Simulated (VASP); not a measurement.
An input for Ansatz (written as the equivalent of a VASP run, and not itself run):

Ansatz 0.2 input:
```yaml
crystal:
  lattice:
    - [3.6410980, 0.0000000, 0.0000000]
    - [-1.8205490, 3.1532830, 0.0000000]
    - [0.0000000, 0.0000000, 11.7152560]
  atoms:
    - { symbol: Tb, position: [0.0000000, 0.0000000, 0.0000000], spin: 6 }
    - { symbol: Tb, position: [0.0000000, 0.0000000, 0.5000000], spin: 6 }
    - { symbol: Tb, position: [0.3333330, 0.6666670, 0.2500000], spin: 6 }
    - { symbol: Tb, position: [0.6666670, 0.3333330, 0.7500000], spin: 6 }
kpoints:
  mp_grid: { grid: [7, 7, 2] }
hamiltonian:
  xc: pbe
  pseudopotentials: { kind: paw }
magnetization: { spin_polarized: true }
scf:
  occupations: { method: fermi_dirac, width: 0.1 }
  max_iter: 100
output: { forces: true, stress: true, eigenvalues: true }
```

**Question.** Write the VASP files for the same calculation (PBE).

**Answer.** One answer among several that fit: 
INCAR:
```
ALGO = Normal
EDIFF = 1E-6
ENCUT = 300
GGA = PE
ISIF = 2
ISMEAR = -1
ISPIN = 2
LASPH = .True.
LCHARG = .False.
LMAXMIX = 6
LORBIT = 11
LREAL = .False.
LWAVE = .False.
MAGMOM = 4*6.0
NELM = 100
PREC = Accurate
SIGMA = 0.1
SYSTEM = Tb
```

**KPOINTS**
```
Automatic mesh
0
G
  7 7 2
0 0 0
```

File POSCAR:
```
Tb
3.6410980
  1.0000000000   0.0000000000   0.0000000000
 -0.5000000000   0.8660253034   0.0000000000
  0.0000000000   0.0000000000   3.2175063676
Tb
4
Direct
  0.0000000000   0.0000000000   0.0000000000
  0.0000000000   0.0000000000   0.5000000000
  0.3333330000   0.6666670000   0.2500000000
  0.6666670000   0.3333330000   0.7500000000
```

POTCAR, in this order: Tb (PBE.64 set). Program: vasp_std.

Limits of the translation: each code has its own PAW files, so the cut-off isn't converted (ENCUT is set for VASP's; basis.ecutwfc is left out, and Ansatz then takes the one that its files recommend); Ansatz stops its SCF on the density residual and VASP on the energy change (EDIFF).

The structure was generated: Tb was put into an ordered model structure, which need not be its known phase. The cell was not relaxed at this level.
